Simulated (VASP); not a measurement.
The input files of a VASP run:

### INCAR
```
# general
SYSTEM =Te
PREC   =Accurate
ENCUT  =520
LREAL  =.FALSE.
LASPH  =.TRUE.

# electronic loop
EDIFF  =1E-7
NELM   =100
ALGO   =Normal
LMAXMIX=4

# smearing
ISMEAR =0
SIGMA  =0.05

# functional
GGA    =RE

# ions
IBRION =2
NSW    =30
ISIF   =4
EDIFFG =-0.01

# output
LWAVE  =.FALSE.
LCHARG =.FALSE.
```

POSCAR:
```
Te
1
    2.3492716646    -4.0690575204     0.0000000000
    2.3492716646     4.0690575204     0.0000000000
    0.0000000000     0.0000000000     5.7776158592
Te
3
Direct
  0.0000000000   0.2474638328   0.6666670000
  0.7525361672   0.7525361672   0.0000000000
  0.2474638328   0.0000000000   0.3333330000
```

**KPOINTS**
```
Automatic mesh
0
Gamma
6 6 4
0 0 0
```

POTCAR, in this order: Te (PBE.64 set). Program: vasp_std.

Problem. Write an equivalent input for Quantum ESPRESSO's pw.x.

Solution. One equivalent input (not run):
```
&CONTROL
  calculation = 'vc-relax'
  pseudo_dir = './pseudo'
  outdir = './out'
  tprnfor = .true.
  tstress = .true.
  nstep = 30
  forc_conv_thr = 0.00039
/
&SYSTEM
  ibrav = 0
  nat = 3
  ntyp = 1
  ecutwfc = 82.3
  occupations = 'smearing'
  smearing = 'gaussian'
  degauss = 0.003675
  input_dft = 'revpbe'
/
&ELECTRONS
  conv_thr = 7.3e-09
  electron_maxstep = 100
/
&IONS
/
&CELL
  cell_dofree = 'shape'
/
ATOMIC_SPECIES
  Te 127.600 Te.upf
CELL_PARAMETERS angstrom
     2.3492717   -4.0690575    0.0000000
     2.3492717    4.0690575    0.0000000
     0.0000000    0.0000000    5.7776159
ATOMIC_POSITIONS crystal
  Te   0.0000000  0.2474638  0.6666670
  Te   0.7525362  0.7525362  0.0000000
  Te   0.2474638  0.0000000  0.3333330
K_POINTS automatic
  6 6 4 0 0 0
```
What does not carry over: the potentials are each code's own (VASP's PAW set, PseudoDojo norm-conserving files in pw.x), so ENCUT and ecutwfc are chosen apart and not converted; conv_thr bounds pw.x's estimated SCF error, while EDIFF bounds the energy change between steps; forc_conv_thr acts on force components and is met together with etot_conv_thr.

The compound is Te in the trig structure. This cell is one point of a volume scan, at 0.94 of the reference volume. Symmetry was kept, so distortions that lower it aren't found.
